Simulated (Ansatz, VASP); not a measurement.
One calculation of SrHg2O2, two programs

```
Hg O Sr
1.0
     2.34346    4.05899    0.00000
    -2.34346    4.05899    0.00000
     0.00000    0.00000    4.87207
Hg O Sr
2 2 1
Direct
  0.33333 0.33333 0.37817
  0.66667 0.66667 0.62183
  0.33333 0.33333 0.88962
  0.66667 0.66667 0.11038
  0.00000 0.00000 0.00000
```

Alike in both runs: functional PBE; k mesh 7 × 7 × 6; no spin polarisation.

Ansatz relaxed the structure, and its values are those at the end. VASP's run is a single point on that final structure, the one shown.

|  | VASP | Ansatz |
| --- | --- | --- |
| version | VASP 6.6.1 | Ansatz 0.2.0 |
| potentials or method | VASP PAW PBE potentials, release 64 (Hg, O, Sr_sv) | PAW plane waves |
| plane-wave cutoff (eV) | 520 | 420 |
| occupations | fermi-dirac, width 0.1 eV | fermi-dirac |
| valence electrons in the cell | 46 | 62 |

```tsv
	VASP	Ansatz	Ansatz less VASP
pressure (GPa)	0.5	0.0	-0.49
rms of the force components (eV/Å)	0.009	0.000	-0.0086
```

The two sets of potentials don't hold the same shells in valence. Ansatz warned: «structure_snapped_to_symmetry».

The runs have no spin-orbit coupling, so splittings on Hg are missing.
